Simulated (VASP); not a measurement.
Energy against volume of ZnS (wurtzite). All values below come from revPBE GGA, VASP's PBE PAW potentials (set 64) (plane waves; VASP). Run with 520 eV cut-off, 7×7×4 Γ-centred mesh, Gaussian smearing of 0.050 eV, potentials Zn S.

Shape and ions are relaxed at each volume.

| V (Å³/atom) | E (eV/atom) |
|---|---|
| 19.510 | -3.12267 |
| 20.133 | -3.13577 |
| 20.755 | -3.14007 |
| 21.378 | -3.13688 |

Fit these four points and predict the energy of the run at 22.001 Å³/atom.

A cubic in V^(−2/3), the third-order Birch-Murnaghan form, passes through the four points with V0 = 20.79 Å³/atom and B0 = 64 GPa, and gives -3.1273 eV/atom there. The run gave -3.1273 eV/atom, -0.0 meV/atom from the fit; all five points give B0 = 64 GPa.

The compound is ZnS in the wurtzite structure, the high-temperature form. It was relaxed first, which changed the volume by +5 %.
